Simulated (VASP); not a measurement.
The system is HfB.

```
CELL_PARAMETERS angstrom
0.00000 2.31000 2.31000
2.31000 0.00000 2.31000
2.31000 2.31000 0.00000
ATOMIC_POSITIONS crystal
Hf 0.50000 0.50000 0.50000
B 0.00000 0.00000 0.00000
```

* Program: VASP 6.6.1
* Task: relaxation of cell and atoms
* Functional: BLYP
* Dispersion: D4
* Potentials or basis: VASP PAW PBE potentials, release 64 (Hf_pv, B)
* Cutoff: 600 eV
* k mesh: 10 × 10 × 10
* Occupations: fermi-dirac, width 0.05 eV
* Spin: no spin polarisation

At the start: pressure 28.9 GPa; volume 12.33 Å³/atom.

**Question.** How do energy, volume and symmetry change on relaxing?

**Answer.** Over 4 steps the energy falls by 139.8 meV/atom and the volume is 14.06 Å³/atom (+14.1 %); space group Fm-3m (No. 225, to 0.05 Å).

Step by step:
```tsv
step	energy change (eV)	largest force (eV/Å)	pressure (GPa)	volume (Å³)
1	0.0000	0.0000	28.89	24.65
2	0.1306	0.0000	-21.23	33.47
3	-0.2793	0.0000	-0.84	28.24
4	-0.2797	0.0000	-0.10	28.12
```

Final structure:
```cif
data_structure
_symmetry_space_group_name_H-M 'P 1'
_symmetry_Int_Tables_number 1
_cell_length_a 3.4134
_cell_length_b 3.4134
_cell_length_c 3.4134
_cell_angle_alpha 60.000
_cell_angle_beta 60.000
_cell_angle_gamma 60.000
_cell_volume 28.12
loop_
_atom_site_label
_atom_site_type_symbol
_atom_site_fract_x
_atom_site_fract_y
_atom_site_fract_z
_atom_site_occupancy
Hf1 Hf 0.50000 0.50000 0.50000 1
B1 B 0.00000 0.00000 0.00000 1
```

Caveat: the PAW data sets were made with another functional, which shifts forces and pressure a little; pairwise dispersion overbinds metals, which lowers pressure and volume.
